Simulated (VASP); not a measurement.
Level of theory: r2SCAN+rVV10, VASP's PBE PAW potentials (set 64) (plane waves; VASP).

VASP input:

### KPOINTS
```
Automatic mesh
0
Gamma
5 5 5
0 0 0
```

**INCAR**
```
# general
SYSTEM   = BaTiO3
PREC     = Accurate
ENCUT    = 520
LREAL    = F   # projection in real space or not
LASPH    = T   # aspherical one-centre terms

# electronic loop
EDIFF    = 1E-6   # SCF stop (eV)
NELM     = 100   # most electronic steps
ALGO     = Normal   # blocked Davidson
LMAXMIX  = 4   # l cut-off of mixed one-centre charges
LMIXTAU  = T

# smearing
ISMEAR   = 0
SIGMA    = 0.05   # width (eV)

# functional
METAGGA  = R2SCAN
LUSE_VDW = T
BPARAM   = 11.95
CPARAM   = 0.0093

# ions
IBRION   = 2
NSW      = 60
ISIF     = 3   # ions, shape and volume
EDIFFG   = -0.02   # ionic stop

# output
LWAVE    = F
LCHARG   = F
```

File POSCAR:
```
BaTiO3
1.0
  3.9580065082   0.0000000000   0.0000000000
  0.0000000000   2.8400163088   2.8572020745
  0.0000000000  -2.8400163088   2.8572020745
Ba Ti O
1 1 3
direct
  0.0000000000   0.0081041629   0.0081041629
  0.5000000000   0.5230271088   0.5230271088
  0.0000000000   0.4925381755   0.4925381755
  0.5000000000   0.4943429022   0.9848476506
  0.5000000000   0.9848476506   0.4943429022
```

POTCAR, in this order: Ba_sv Ti_sv O (PBE.64 set). Program: vasp_std.

### Question
What will the output report for the number of irreducible k-points (NKPTS), number of bands (NBANDS), largest plane-wave count, number of space-group operations, FFT grid (NGX, NGY, NGZ)?

### Answer

```json
{
 "number of irreducible k-points (NKPTS)": "27",
 "number of bands (NBANDS)": "24",
 "largest_plane_wave_count": "1751",
 "number_of_space_group_operations": "4",
 "FFT grid (NGX, NGY, NGZ)": "30 × 30 × 30"
}
```

The structure comes from a measured BaTiO3 entry (Amm2) of the Crystallography Open Database, whose conditions weren't checked. This run relaxes it. Symmetry was kept, so distortions that lower it aren't found. The start is the result of an earlier pass.
